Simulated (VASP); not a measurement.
All values below come from LDA (Ceperley-Alder, Perdew-Zunger), VASP's LDA PAW potentials (set 64) (plane waves; VASP).

VASP ran on this input.

File POSCAR:
```
NiO
1.0
  4.0215986009   1.9984734144   1.9984734144
  1.9984734144   4.0215986009   1.9984734144
  1.9984734144   1.9984734144   4.0215986009
Ni O
2 2
direct
  0.0000000000   0.0000000000   0.0000000000
  0.5000000000   0.5000000000   0.5000000000
  0.2500000000   0.2500000000   0.2500000000
  0.7500000000   0.7500000000   0.7500000000
```

### INCAR
```
# general
SYSTEM =NiO
PREC   =Accurate
ENCUT  =620
LREAL  =.FALSE.
LASPH  =.TRUE.

# electronic loop
EDIFF  =1E-6
NELM   =100
ALGO   =Normal
LMAXMIX=4

# smearing
ISMEAR =0
SIGMA  =0.05

# spin
ISPIN  =2
MAGMOM =1.1 -1.1 2*0.0

# ions
IBRION =2
NSW    =40
ISIF   =3
EDIFFG =-0.02
PSTRESS=50

# output
LWAVE  =.FALSE.
LCHARG =.FALSE.
LORBIT =10
```

KPOINTS:
```
K-points
0
G
9 9 9
0 0 0
```

POTCAR, in this order: Ni O (LDA.64 set). Program: vasp_std.

Output of the run:

OSZICAR:
```
       N       E                     dE             d eps       ncg     rms          rms(c)
DAV:   1     0.270692183082E+03    0.27069E+03   -0.17845E+04  7032   0.250E+03
DAV:   2     0.412006061559E+00   -0.27028E+03   -0.25404E+03  6944   0.442E+02
DAV:   3    -0.301207270042E+02   -0.30533E+02   -0.28910E+02  7788   0.167E+02
DAV:   4    -0.311303266909E+02   -0.10096E+01   -0.10005E+01  7668   0.315E+01
DAV:   5    -0.311582254394E+02   -0.27899E-01   -0.27887E-01  8100   0.504E+00    0.226E+01
DAV:   6    -0.284517523629E+02    0.27065E+01   -0.35857E+01 10152   0.106E+02    0.207E+01
DAV:   7    -0.270048605834E+02    0.14469E+01   -0.70260E+00  8884   0.768E+01    0.102E+01
DAV:   8    -0.270894474652E+02   -0.84587E-01   -0.17862E+00  7644   0.118E+01    0.610E+00
DAV:   9    -0.270183725681E+02    0.71075E-01   -0.10325E-01 11108   0.912E+00    0.107E+00
DAV:  10    -0.270245695064E+02   -0.61969E-02   -0.49814E-02  8732   0.285E+00    0.550E-01
DAV:  11    -0.270249901944E+02   -0.42069E-03   -0.48563E-03  8624   0.214E+00    0.138E-01
DAV:  12    -0.270251445274E+02   -0.15433E-03   -0.13621E-03  8864   0.405E-01    0.742E-02
DAV:  13    -0.270251242430E+02    0.20284E-04   -0.13766E-04 11024   0.195E-01    0.201E-02
DAV:  14    -0.270251264091E+02   -0.21661E-05   -0.20186E-05  8528   0.713E-02    0.188E-02
DAV:  15    -0.270251256400E+02    0.76911E-06   -0.39763E-06  6992   0.459E-02
   1 F= -.26000888E+02 E0= -.26000888E+02  d E =-.260009E+02  mag=     0.0000
```

**OUTCAR**
```
------------------------ aborting loop because EDIFF is reached ----------------------------------------
  FORCE on cell =-STRESS in cart. coord.  units (eV):
  Direction    XX          YY          ZZ          XY          YZ          ZX
  --------------------------------------------------------------------------------------
  Total        1.0199261      1.0199261      1.0199261     -0.0369368     -0.0369368     -0.0369368
  in kB       49.7895479     49.7895479     49.7895479     -1.8031347     -1.8031347     -1.8031347
  external PRESSURE =      -0.2104521 kB  Pullay stress =      50.0000000 kB
  volume of cell :       32.82
      direct lattice vectors                 reciprocal lattice vectors
     4.021598601  1.998473414  1.998473414     0.371093490 -0.123191296 -0.123191296
     1.998473414  4.021598601  1.998473414    -0.123191296  0.371093490 -0.123191296
     1.998473414  1.998473414  4.021598601    -0.123191296 -0.123191296  0.371093490
 POSITION                                       TOTAL-FORCE (eV/Angst)
 -----------------------------------------------------------------------------------
      0.00000      0.00000      0.00000        -0.000000      0.000000     -0.000000
      4.00927      4.00927      4.00927        -0.000000     -0.000000      0.000000
      2.00464      2.00464      2.00464         0.000000     -0.000000      0.000000
      6.01391      6.01391      6.01391        -0.000000      0.000000     -0.000000
 -----------------------------------------------------------------------------------
    total drift:                                0.000000     -0.000000     -0.000000
  FREE ENERGIE OF THE ION-ELECTRON SYSTEM (eV)
  ---------------------------------------------------
  free  energy   TOTEN  =       -27.0251256400 eV

  energy  without entropy=      -27.0251256399  energy(sigma->0) =      -27.02512564
  enthalpy is  TOTEN    =       -26.0008884769 eV   P V=        1.0242371631

 total charge

# of ion       s       p       d       tot
------------------------------------------
    1        0.370   0.494   8.398   9.262
    2        0.370   0.494   8.398   9.262
    3        1.550   3.426   0.000   4.976
    4        1.550   3.426   0.000   4.976
--------------------------------------------------
tot          3.841   7.840  16.796  28.477

 magnetization (x)

# of ion       s       p       d       tot
------------------------------------------
    1       -0.011  -0.014   1.088   1.063
    2        0.011   0.014  -1.088  -1.063
    3        0.000   0.000   0.000   0.000
    4        0.000   0.000   0.000   0.000
--------------------------------------------------
tot          0.000  -0.000   0.000  -0.000

 reached required accuracy - stopping structural energy minimisation
```
(Selected blocks of OUTCAR.)

The compound is NiO in the rock salt, AFM-II order structure. It was relaxed first under an external pressure of 5 GPa.
